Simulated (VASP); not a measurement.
# Al4B3P (Cmmm) in VASP: notebook

Runs on Al4B3P. Level: PBE. Tasks: relaxation of cell and atoms.

Program: VASP 6.6.1. These are calculated values, not measurements. Logs are shortened: lines on timing, memory, paths and dates and some standing lists are left out, and cuts for length are marked.

### Step 1. The crystal as given

The structure is orthorhombic, space group Cmmm (No. 65). Conventional cell: a = 5.777 Å, b = 7.222 Å, c = 4.974 Å, α = 90.00°, β = 90.00°, γ = 90.00°. Around Al (site symmetry 2) lie 1 Al at 2.23 Å and 4 B at 2.34 to 2.57 Å. Around B (site symmetry 2mm) lie 1 B at 1.76 Å and 1 P at 2.01 Å. B (site symmetry mmm) is surrounded by 2 P at 2.49 Å and 8 Al at 2.57 Å. P (site symmetry mmm) is surrounded by 2 B at 2.01 Å.

The cell was built by a generator and needn't be a form met in nature.

### Step 2. Relaxation of cell and atoms, PBE

File INCAR:

```
SYSTEM = Al4B3P
  PREC = Normal
  ENCUT = 520
  EDIFF = 1E-4
  ISMEAR = 0
  SIGMA = 0.15
  LREAL = .False.
  LASPH = .True.
  NELM = 60
  ALGO = Fast
  ISIF = 3
  LWAVE = .False.
  LCHARG = .False.
  GGA = PE
  IBRION = 2
  NSW = 24
  EDIFFG = -0.08
```

File KPOINTS:

```
Automatic mesh
0
Gamma
  3 3 3
  0 0 0
```

File POSCAR:

```
Al4B3P
1.0
    2.8885567300     -3.6109375300      0.0000000000
    2.8885567300      3.6109375300      0.0000000000
    0.0000000000      0.0000000000      4.9738671000
Al B P
4 3 1
Direct
    0.0000000000      0.5000000000      0.7245671400
    0.5000000000      0.0000000000      0.2754328600
    0.0000000000      0.5000000000      0.2754328600
    0.5000000000      0.0000000000      0.7245671400
    0.1527225900      0.1527225900      0.0000000000
    0.8472774100      0.8472774100      0.0000000000
    0.5000000000      0.5000000000      0.5000000000
    0.5000000000      0.5000000000      0.0000000000
```

Potentials or basis: VASP PAW PBE potentials, release 64 (Al, B, P).

Run with:

```console
> cat potpaw_PBE.64/Al/POTCAR potpaw_PBE.64/B/POTCAR potpaw_PBE.64/P/POTCAR > POTCAR
> mpirun -np 4 vasp_std > vasp.out
```

OUTCAR:

```text
SYSTEM = Al4B3P
   PREC = Normal
   ENCUT = 520
   EDIFF = 1E-4
   ISMEAR = 0
   LREAL = .False.
   LASPH = .True.
   NELM = 60
   ISIF = 3
   GGA = PE
   IBRION = 2
   NSW = 24
   EDIFFG = -0.08

 ion  position               nearest neighbor table
   1  0.000  0.500  0.725-   3 2.23   5 2.34   6 2.34   7 2.57   7 2.57   8 2.69   8 2.69   3 2.74
                             4 2.89   4 2.89
   2  0.500  0.000  0.275-   4 2.23   5 2.34   6 2.34   7 2.57   7 2.57   8 2.69   8 2.69   4 2.74
                             3 2.89   3 2.89
   3  0.000  0.500  0.275-   1 2.23   5 2.34   6 2.34   7 2.57   7 2.57   8 2.69   8 2.69   1 2.74
                             2 2.89   2 2.89
   4  0.500  0.000  0.725-   2 2.23   5 2.34   6 2.34   7 2.57   7 2.57   8 2.69   8 2.69   2 2.74
                             1 2.89   1 2.89
   5  0.153  0.153  0.000-   6 1.76   8 2.01   3 2.34   4 2.34   1 2.34   2 2.34
   6  0.847  0.847  0.000-   5 1.76   8 2.01   3 2.34   4 2.34   1 2.34   2 2.34
   7  0.500  0.500  0.500-   8 2.49   8 2.49   3 2.57   4 2.57   1 2.57   2 2.57   2 2.57   4 2.57
                             1 2.57   3 2.57
   8  0.500  0.500  0.000-   5 2.01   6 2.01   7 2.49   7 2.49   1 2.69   2 2.69   3 2.69   4 2.69
                             2 2.69   4 2.69   1 2.69   3 2.69

  LATTYP: Found a base centered orthorhombic cell.
 ALAT       =     5.7771134600
 B/A-ratio  =     1.2500836464
 C/A-ratio  =     0.8609606051

  Lattice vectors:

 A1 = (   2.8885567300,  -3.6109375300,   0.0000000000)
 A2 = (   2.8885567300,   3.6109375300,   0.0000000000)
 A3 = (   0.0000000000,   0.0000000000,   4.9738671000)

Analysis of symmetry for initial positions (statically):
=====================================================================
 Subroutine PRICEL returns:
 Original cell was already a primitive cell.

 Routine SETGRP: Setting up the symmetry group for a
 base centered orthorhombic supercell.

 Subroutine GETGRP returns: Found  8 space group operations
 (whereof  8 operations were pure point group operations)
 out of a pool of  8 trial point group operations.

The static configuration has the point symmetry D_2h.

Analysis of symmetry for dynamics (positions and initial velocities):
=====================================================================
 Subroutine PRICEL returns:
 Original cell was already a primitive cell.

 Routine SETGRP: Setting up the symmetry group for a
 base centered orthorhombic supercell.

 Subroutine GETGRP returns: Found  8 space group operations
 (whereof  8 operations were pure point group operations)
 out of a pool of  8 trial point group operations.

The dynamic configuration has the point symmetry D_2h.

 Subroutine INISYM returns: Found  8 space group operations
 (whereof  8 operations are pure point group operations),
 and found     1 'primitive' translations

----------------------------------------------------------------------------------------

                                     Primitive cell

  volume of cell :     103.7588

  direct lattice vectors                    reciprocal lattice vectors
     2.888556730 -3.610937530  0.000000000     0.173096825 -0.138468194  0.000000000
     2.888556730  3.610937530  0.000000000     0.173096825  0.138468194  0.000000000
     0.000000000  0.000000000  4.973867100     0.000000000  0.000000000  0.201050808

  length of vectors
     4.624135576  4.624135576  4.973867100     0.221666307  0.221666307  0.201050808

  position of ions in fractional coordinates (direct lattice)
     0.000000000  0.500000000  0.724567140
     0.500000000  0.000000000  0.275432860
     0.000000000  0.500000000  0.275432860
     0.500000000  0.000000000  0.724567140
     0.152722590  0.152722590  0.000000000
     0.847277410  0.847277410  0.000000000
     0.500000000  0.500000000  0.500000000
     0.500000000  0.500000000  0.000000000

  ion indices of the primitive-cell ions
   primitive index   ion index
                 1           1
                 2           2
                 3           3
                 4           4
                 5           5
                 6           6
                 7           7
                 8           8

----------------------------------------------------------------------------------------

 KPOINTS: Automatic mesh

Automatic generation of k-mesh.
 Grid dimensions read from file:
 generate k-points for:    3    3    3

 Generating k-lattice:

  Cartesian coordinates                     Fractional coordinates (reciprocal lattice)
     0.057698942 -0.046156065  0.000000000     0.333333333  0.000000000  0.000000000
     0.057698942  0.046156065  0.000000000     0.000000000  0.333333333  0.000000000
     0.000000000  0.000000000  0.067016936     0.000000000  0.000000000  0.333333333

  Length of vectors
     0.073888769  0.073888769  0.067016936

  Shift w.r.t. Gamma in fractional coordinates (k-lattice)
     0.000000000  0.000000000  0.000000000

 Subroutine IBZKPT returns following result:
 ===========================================

 Found      8 irreducible k-points:

 Following reciprocal coordinates:
            Coordinates               Weight
  0.000000  0.000000  0.000000      1.000000
  0.333333  0.000000  0.000000      4.000000
  0.333333  0.333333  0.000000      2.000000
 -0.333333  0.333333  0.000000      2.000000
  0.000000  0.000000  0.333333      2.000000
  0.333333  0.000000  0.333333      8.000000
  0.333333  0.333333  0.333333      4.000000
 -0.333333  0.333333  0.333333      4.000000
   k-points           NKPTS =      8   k-points in BZ     NKDIM =      8   number of bands    NBANDS=     20
   number of dos      NEDOS =    301   number of ions     NIONS =      8
   total plane-waves  NPLWV =  21952
   dimension x,y,z NGX =    28 NGY =   28 NGZ =   28
   dimension x,y,z NGXF=    56 NGYF=   56 NGZF=   56
   ions per type =               4   3   1
   NGX,Y,Z   is equivalent  to a cutoff of  10.07, 10.07,  9.36 a.u.
   NGXF,Y,Z  is equivalent  to a cutoff of  20.13, 20.13, 18.72 a.u.
 SYSTEM =  Al4B3P
   PREC   = normal    normal or accurate (medium, high low for compatibility)
   ISTART =      0    job   : 0-new  1-cont  2-samecut
   ICHARG =      2    charge: 1-file 2-atom 10-const
   ISPIN  =      1    spin polarized calculation?
   LNONCOLLINEAR =      F non collinear calculations
   LSORBIT =      F    spin-orbit coupling
   LASPH  =      T    aspherical Exc in radial PAW
   ENCUT  =  520.0 eV  38.22 Ry    6.18 a.u.   8.60  8.60  9.25*2*pi/ulx,y,z
   NELM   =     60;   NELMIN=  2; NELMDL= -5     # of ELM steps
   EDIFF  = 0.1E-03   stopping-criterion for ELM
   LREAL  =      F    real-space projection
   EDIFFG = -.8E-01   stopping-criterion for IOM
   NSW    =     24    number of steps for IOM
   IBRION =      2    ionic relax: 0-MD 1-quasi-New 2-CG
   NFREE  =      1    steps in history (QN), initial steepest desc. (CG)
   ISIF   =      3    stress and relaxation
   ISYM   =      2    0-nonsym 1-usesym 2-fastsym
   POTIM  = 0.5000    time-step for ionic-motion
   TEBEG  =    0.0;   TEEND  =   0.0 temperature during run
   PSTRESS=    0.0 pullay stress
   NELECT =      26.0000    total number of electrons
   NUPDOWN=      -1.0000    fix difference up-down
   EMIN   =  10.00;   EMAX   =-10.00  energy-range for DOS
   EFERMI =   0.00;   METHOD = LEGACY
   ISMEAR =     0;   SIGMA  =   0.15  broadening in eV -4-tet -1-fermi 0-gaus
   EFERMI_NEDOS =   21; number of points for ismear=-14 and -15
   IALGO  =     68    algorithm
   IMIX   =      4    mixing-type and parameters
     AMIX     =   0.40;   BMIX     =  1.00
     AMIX_MAG =   1.60;   BMIX_MAG =  1.00
  volume/ion in A,a.u.               =      12.97        87.52
  Fermi-wavevector in a.u.,A,eV,Ry     =   1.032106  1.950397 14.493506  1.065243
  Thomas-Fermi vector in A             =   2.166287
   LORBIT       =      0    0 simple, 1 ext, 2 COOP (PROOUT), +10 PAW based schemes
   GGA     = PE    functional components
   LHFCALC =     F    Hartree Fock is set to
   AEXX    =    0.0000 exact exchange contribution
   IVDW    =     0    specifies the selected vdW correction
   LEPSILON=     F    determine dielectric tensor
   LRPA    =     F    only Hartree local field effects (RPA)
 conjugate gradient relaxation of ions
 non-spin polarized calculation
 RMM-DIIS sequential band-by-band and
 Gauss-broadening in eV      SIGMA  =   0.15
  energy-cutoff  :      520.00
  volume of cell :      103.76
 maximum number of plane-waves:      2825
   NGX = 17   NGY = 17   NGZ = 19

--------------------------------------- Ionic step        1  -------------------------------------------

 number of electron      26.0000006 magnetization

 Free energy of the ion-electron system (eV)
  ---------------------------------------------------
  ext. energy  EPLUGINS =         0.00000000
  ---------------------------------------------------
  free energy    TOTEN  =       -34.52055637 eV

  energy without entropy =      -34.47325563  energy(sigma->0) =      -34.49690600

------------------------ aborting loop because EDIFF is reached ----------------------------------------

  FORCE on cell =-STRESS in cart. coord.  units (eV):
  Direction    XX          YY          ZZ          XY          YZ          ZX
  --------------------------------------------------------------------------------------
  -------------------------------------------------------------------------------------
  Total        3.6791591     -6.7904280     11.9577620     -0.0000000      0.0000000      0.0000000
  in kB       56.8112176   -104.8534393    184.6441018     -0.0000000      0.0000000      0.0000000
  external PRESSURE =      45.5339600 kB  Pullay stress =       0.0000000 kB
[... 279 lines left out ...]
  energy  without entropy=      -35.9541912100  energy(sigma->0) =      -35.97118043

--------------------------------------- Ionic step        8  -------------------------------------------

 number of electron      26.0000000 magnetization

 Free energy of the ion-electron system (eV)
  ---------------------------------------------------
  ext. energy  EPLUGINS =         0.00000000
  ---------------------------------------------------
  free energy    TOTEN  =       -36.00774618 eV

  energy without entropy =      -35.97295248  energy(sigma->0) =      -35.99034933

 E-fermi :   7.3491     XC(G=0): -10.4104

 val. band max:        7.2891650157   @ k =  -0.3333   0.3333   0.3333
 cond. band min:       7.3825118337   @ k =   0.0000   0.0000   0.0000
 fundamental gap:      0.0933468181
 Fermi energy:         7.3490602089

 k-point     1 :       0.0000    0.0000    0.0000
  band No.  band energies     occupation
      1      -6.5637      2.00000
      2      -0.8397      2.00000
      3      -0.5425      2.00000
      4      -0.4734      2.00000
      5      -0.0709      2.00000
      6       1.6878      2.00000
[... 12 lines left out ...]
     19       9.8467      0.00000
[... 195 lines left out ...]
  FREE ENERGIE OF THE ION-ELECTRON SYSTEM (eV)
  ---------------------------------------------------
  free  energy   TOTEN  =       -36.0077461754 eV

  energy  without entropy=      -35.9729524831  energy(sigma->0) =      -35.99034933

 reached required accuracy - stopping structural energy minimisation
```

It took 7.1 s on 4 MPI ranks of Intel Xeon 6975P-C (Granite Rapids), shared host; peak memory 0.11 GiB.

What came out:

* Free energy: -36.0077 eV
* Relaxed volume: 13.47 Å³/atom
* Relaxed cell: a = 4.556 Å, b = 4.556 Å, c = 5.198 Å, α = 90.00°, β = 90.00°, γ = 92.92°
* Space group after relaxing (to 0.05 Å): Cmmm (No. 65)
* Energy gained by relaxing: 185.9 meV/atom
* Ionic steps: 8
* Pressure after relaxing: -0.1 GPa
* Largest force after relaxing: 0.057 eV/Å
* Band gap on the k mesh: none (metal or under the smearing width)

Forces in eV/Å, atoms in the order of the input:
```
Al   0.000  0.000 -0.057
Al   0.000  0.000  0.057
Al   0.000  0.000  0.057
Al   0.000  0.000 -0.057
B    0.036  0.000  0.000
B   -0.036  0.000  0.000
B    0.000  0.000  0.000
P    0.000  0.000  0.000
```

Stress tensor (GPa, compression positive):
```
-0.07  0.00  0.00
 0.00 -0.15  0.00
 0.00  0.00 -0.21
```

Step by step:
```tsv
step	energy change (eV)	largest force (eV/Å)	pressure (GPa)	volume (Å³)
1	0.0000	3.0444	4.55	103.76
2	-0.9371	1.2142	-0.76	109.05
3	-1.0296	0.8447	-0.63	107.62
4	-1.3304	0.2985	-0.32	107.35
5	-1.4164	1.5516	0.99	106.92
6	-1.4337	0.3493	0.38	107.77
7	-1.4676	0.6566	0.53	107.34
8	-1.4872	0.0569	-0.14	107.74
```

Final structure:
```
Al B P
1.0
     3.13826   -3.30249    0.00000
     3.13826    3.30249    0.00000
     0.00000    0.00000    5.19770
Al B P
4 3 1
Direct
  0.00000 0.50000 0.74436
  0.50000 0.00000 0.25564
  0.00000 0.50000 0.25564
  0.50000 0.00000 0.74436
  0.13347 0.13347 0.00000
  0.86653 0.86653 0.00000
  0.50000 0.50000 0.50000
  0.50000 0.50000 0.00000
```

Caveat: the k mesh is coarse (spacing up to 0.46 Å⁻¹), so the values aren't converged; the relaxation stopped at a loose force limit of 0.08 eV/Å, so its end isn't a converged minimum.

### Step 3. Relaxation of cell and atoms, PBE

This run uses another cell than the first one, of 15.06 Å³/atom, 1.161 times its volume.

INCAR is that of step 2.

KPOINTS is that of step 2.

File POSCAR:

```
Al4B3P
1.0
   -3.1110353900      3.1110353900      3.1110353900
    3.1110353900     -3.1110353900      3.1110353900
    3.1110353900      3.1110353900     -3.1110353900
Al B P
4 3 1
Direct
    0.5000000000      0.5000000000      0.5000000000
    0.0000000000      0.0000000000      0.5000000000
    0.0000000000      0.5000000000      0.0000000000
    0.5000000000      0.0000000000      0.0000000000
    0.0000000000      0.5000000000      0.5000000000
    0.5000000000      0.0000000000      0.5000000000
    0.5000000000      0.5000000000      0.0000000000
    0.0000000000      0.0000000000      0.0000000000
```

Potentials or basis: VASP PAW PBE potentials, release 64 (Al, B, P).

Run with:

```console
> cat potpaw_PBE.64/Al/POTCAR potpaw_PBE.64/B/POTCAR potpaw_PBE.64/P/POTCAR > POTCAR
> mpirun -np 4 vasp_std > vasp.out
```

Wall time 2.7 s (4 MPI ranks of Intel Xeon 6975P-C (Granite Rapids), shared host); peak memory 0.12 GiB.

Results (log left out):

```yaml
Free_energy: -34.3228 eV
Relaxed_volume: 12.13 Å³/atom
Relaxed_cell: a = 5.014 Å, b = 5.014 Å, c = 5.014 Å, α = 109.47°, β = 109.47°, γ = 109.47°
Space_group_after_relaxing_to_0.05_Å: Im-3m (No. 229)
Energy_gained_by_relaxing: 159.7 meV/atom
Ionic_steps: 3
Pressure_after_relaxing: -0.1 GPa
Band_gap_on_the_k_mesh: none (metal or under the smearing width)
```

The path:
```tsv
step	energy change (eV)	largest force (eV/Å)	pressure (GPa)	volume (Å³)
1	0.0000	0.0000	-14.59	120.44
2	-1.2739	0.0000	-1.16	98.09
3	-1.2780	0.0000	-0.07	97.04
```

Final structure:
```xyz
8
Lattice="-2.8949 2.8949 2.8949 2.8949 -2.8949 2.8949 2.8949 2.8949 -2.8949" Properties=species:S:1:pos:R:3 pbc="T T T"
Al    1.4474    1.4474    1.4474
Al    1.4474    1.4474   -1.4474
Al    1.4474   -1.4474    1.4474
Al   -1.4474    1.4474    1.4474
B     2.8949    0.0000    0.0000
B     0.0000    2.8949    0.0000
B     0.0000    0.0000    2.8949
P     0.0000    0.0000    0.0000
```

Levels at points of the mesh, in eV from the Fermi level:
```
           k point  band 9  band 10  band 11  band 12  band 13  band 14  band 15  band 16  band 17  band 18
(0.00, 0.00, 0.00)   -4.98    -4.98    -2.72    -2.72    -2.72     0.82     0.82     0.82     4.33     4.33
```

Caveat: the k mesh is coarse (spacing up to 0.48 Å⁻¹), so the values aren't converged; the volume moved by over 15 % at a fixed basis, so the end points are rough; the relaxation stopped at a loose force limit of 0.08 eV/Å, so its end isn't a converged minimum.

### Step 4. Relaxation of cell and atoms, PBE

This run uses another cell than the first one: it holds 16 atoms, not 8.

INCAR, as its differences from that of step 3:

```diff
@@ -6,3 +6,3 @@
   SIGMA = 0.15
-  LREAL = .False.
+  LREAL = Auto
   LASPH = .True.
```

File KPOINTS:

```
Automatic mesh
0
Gamma
  5 5 1
  0 0 0
```

File POSCAR:

```
Al4B3P
1.0
    3.1000000000      0.0000000000      0.0000000000
   -1.5500000000      2.6846787500      0.0000000000
    0.0000000000      0.0000000000     23.6000000000
Al B P
8 6 2
Direct
    0.6666666700      0.3333333300      0.3520000000
    0.0000000000      0.0000000000      0.7930000000
    0.0000000000      0.0000000000      0.2070000000
    0.0000000000      0.0000000000      0.9310000000
    0.0000000000      0.0000000000      0.0690000000
    0.3333333300      0.6666666700      0.6480000000
    0.3333333300      0.6666666700      0.4490000000
    0.6666666700      0.3333333300      0.5510000000
    0.6666666700      0.3333333300      0.8620000000
    0.3333333300      0.6666666700      0.8620000000
    0.3333333300      0.6666666700      0.1380000000
    0.6666666700      0.3333333300      0.1380000000
    0.3333333300      0.6666666700      0.0000000000
    0.6666666700      0.3333333300      0.0000000000
    0.3333333300      0.6666666700      0.2800000000
    0.6666666700      0.3333333300      0.7200000000
```

Run with:

```console
> cat potpaw_PBE.64/Al/POTCAR potpaw_PBE.64/B/POTCAR potpaw_PBE.64/P/POTCAR > POTCAR
> mpirun -np 4 vasp_std > vasp.out
```

Run time: 17 s. Hardware: 4 MPI ranks of Intel Xeon 6975P-C (Granite Rapids), shared host; peak memory 0.14 GiB.

Results (log left out):

```yaml
Free_energy: -80.1424 eV
Relaxed_volume: 12.03 Å³/atom
Relaxed_cell: a = 3.058 Å, b = 3.058 Å, c = 23.765 Å, α = 90.00°, β = 90.00°, γ = 120.00°
Space_group_after_relaxing_to_0.05_Å: P-3m1 (No. 164)
Energy_gained_by_relaxing: 8.3 meV/atom
Ionic_steps: 11
Pressure_after_relaxing: 0.0 GPa
Largest_force_after_relaxing: 0.053 eV/Å
Band_gap_on_the_k_mesh: none (metal or under the smearing width)
```

Forces in eV/Å, atoms in the order of the input:
```
Al   0.000  0.000  0.024
Al   0.000  0.000  0.002
Al   0.000  0.000 -0.002
Al   0.000  0.000 -0.006
Al   0.000  0.000  0.006
Al   0.000  0.000 -0.024
Al   0.000  0.000  0.026
Al   0.000  0.000 -0.026
B    0.000  0.000 -0.016
B    0.000  0.000  0.053
B    0.000  0.000  0.016
B    0.000  0.000 -0.053
B    0.000  0.000  0.007
B    0.000  0.000 -0.007
P    0.000  0.000  0.022
P    0.000  0.000 -0.022
```

The path:
```csv
step,energy change (eV),largest force (eV/Å),pressure (GPa),volume (Å³)
1,0.0000,0.4375,-2.20,196.41
2,-0.1092,0.2246,0.77,191.63
3,-0.1096,0.2237,0.61,191.90
4,-0.1211,0.1839,-0.02,192.81
5,-0.1244,0.1586,-0.63,193.65
6,-0.1314,0.0871,-0.20,192.85
7,-0.1319,0.1030,-0.01,192.53
8,-0.1319,0.0977,-0.01,192.57
9,-0.1318,0.0916,-0.08,192.71
10,-0.1319,0.0981,-0.04,192.61
11,-0.1335,0.0529,0.04,192.47
```

Final structure:
```cif
data_structure
_symmetry_space_group_name_H-M 'P 1'
_symmetry_Int_Tables_number 1
_cell_length_a 3.0580
_cell_length_b 3.0580
_cell_length_c 23.7651
_cell_angle_alpha 90.000
_cell_angle_beta 90.000
_cell_angle_gamma 120.000
_cell_volume 192.47
loop_
_atom_site_label
_atom_site_type_symbol
_atom_site_fract_x
_atom_site_fract_y
_atom_site_fract_z
_atom_site_occupancy
Al1 Al 0.66667 0.33333 0.35378 1
Al2 Al 0.00000 0.00000 0.79340 1
Al3 Al 0.00000 0.00000 0.20660 1
Al4 Al 0.00000 0.00000 0.93081 1
Al5 Al 0.00000 0.00000 0.06919 1
Al6 Al 0.33333 0.66667 0.64622 1
Al7 Al 0.33333 0.66667 0.45150 1
Al8 Al 0.66667 0.33333 0.54850 1
B1 B 0.66667 0.33333 0.86353 1
B2 B 0.33333 0.66667 0.86137 1
B3 B 0.33333 0.66667 0.13647 1
B4 B 0.66667 0.33333 0.13863 1
B5 B 0.33333 0.66667 0.99995 1
B6 B 0.66667 0.33333 0.00005 1
P1 P 0.33333 0.66667 0.27868 1
P2 P 0.66667 0.33333 0.72132 1
```

Levels at points of the mesh, in eV from the Fermi level:
| k point | band 22 | band 23 | band 24 | band 25 | band 26 | band 27 | band 28 | band 29 |
| --- | --- | --- | --- | --- | --- | --- | --- | --- |
| (0.00, 0.00, 0.00) | 2.17 | 2.17 | 2.17 | 2.17 | 2.19 | 2.46 | 3.22 | 3.22 |

Caveat: the k mesh is coarse (spacing up to 0.47 Å⁻¹), so the values aren't converged; the relaxation stopped at a loose force limit of 0.08 eV/Å, so its end isn't a converged minimum.
